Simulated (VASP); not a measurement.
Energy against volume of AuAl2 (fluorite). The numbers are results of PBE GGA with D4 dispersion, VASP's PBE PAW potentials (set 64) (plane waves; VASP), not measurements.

```csv
V (Å³/atom),E (eV/atom)
16.830,-4.38313
17.367,-4.40393
17.904,-4.41076
18.441,-4.40579
18.978,-4.39093
```

**Question.** Fit a third-order Birch-Murnaghan equation of state.

**Answer.** 
```yaml
volume_per_atom: 17.93 Å³/atom
bulk_modulus: 116 GPa
pressure_derivative_of_the_bulk_modulus: 4.74
lattice_constant_a: 5.992 Å
```

The compound is AuAl2 in the fluorite structure. It was relaxed first.
